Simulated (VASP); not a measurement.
These are PBEsol GGA, VASP's PBE PAW potentials (set 64) (plane waves; VASP 6.6.1) values and carry that method's errors.

Input for VASP

**INCAR**
```
# general
SYSTEM =TiTe
PREC   =Accurate
ENCUT  =400   # plane-wave cut-off (eV)
LREAL  =.False.   # projection in real space or not
LASPH  =.True.

# electronic loop
EDIFF  =1E-6   # SCF stop (eV)
NELM   =100
ALGO   =Normal   # blocked Davidson
LMAXMIX=4

# smearing
ISMEAR =0   # Gaussian
SIGMA  =0.05

# functional
GGA    =PS   # PBEsol

# ions
IBRION =2
NSW    =60
ISIF   =3   # ions, shape and volume
EDIFFG =-0.02

# output
LWAVE  =.False.
LCHARG =.False.
```

File POSCAR:
```
TiTe
1.0
  3.5219134970   0.0000000000   0.0000000000
 -1.7609567485   3.0500665372   0.0000000000
  0.0000000000   0.0000000000   8.9332132486
Ti Te
2 2
Direct
  0.3333330000   0.6666670000   0.0362498216
  0.6666670000   0.3333330000   0.5362498216
  0.3333330000   0.6666670000   0.3387501784
  0.6666670000   0.3333330000   0.8387501784
```

File KPOINTS:
```
Automatic mesh
0
Gamma
7 7 3
0 0 0
```

POTCAR, in this order: Ti_sv Te (PBE.64 set). Program: vasp_std.

Task: What will the output report for the number of irreducible k-points (NKPTS), number of bands (NBANDS), largest plane-wave count, number of space-group operations, FFT grid (NGX, NGY, NGZ)?

Result: 
- number of irreducible k-points (NKPTS) = 16
- number of bands (NBANDS) = 22
- largest plane-wave count = 1757
- number of space-group operations = 12
- FFT grid (NGX, NGY, NGZ) = 24 × 24 × 60

The structure was generated: TiTe was put into the wurtzite type (P6_3mc), which need not be its known phase. This run relaxes it. Symmetry was kept, so distortions that lower it aren't found. The start is the result of an earlier pass.
